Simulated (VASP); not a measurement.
Input:

```xyz
2
Lattice="1.7795 -3.0822 0.0000 1.7795 3.0822 0.0000 0.0000 0.0000 5.7018" Properties=species:S:1:pos:R:3 pbc="T T T"
Tl     1.7795     1.0274     1.4254
Tl     1.7795    -1.0274     4.2763
```

Method: PBE GGA with D3 dispersion (Becke-Johnson damping), VASP's PBE PAW potentials (set 64) (plane waves; VASP). Numerical set-up: 520 eV cut-off, 12×12×7 Γ-centred mesh, first-order Methfessel-Paxton smearing of 0.10 eV, potentials Tl_d.

Q: The ions and cell shape at fixed volume are relaxed. Predict the relaxed structure.

A: 
```xyz
2
Lattice="1.8104 -3.1358 0.0000 1.8104 3.1358 0.0000 0.0000 0.0000 5.5086" Properties=species:S:1:pos:R:3 pbc="T T T"
Tl     1.8104     1.0453     1.3772
Tl     1.8104    -1.0453     4.1315
```
Space group P6_3/mmc (194), at a tolerance of 0.03 Å.

Q: How much energy does the relaxation gain?

A: The energy (σ→0) changes by -6.0 meV/atom, in 5 ionic steps.

The compound is Tl in the hcp structure. This cell is one point of a volume scan, at 1.06 of the reference volume. Symmetry was kept, so distortions that lower it aren't found.
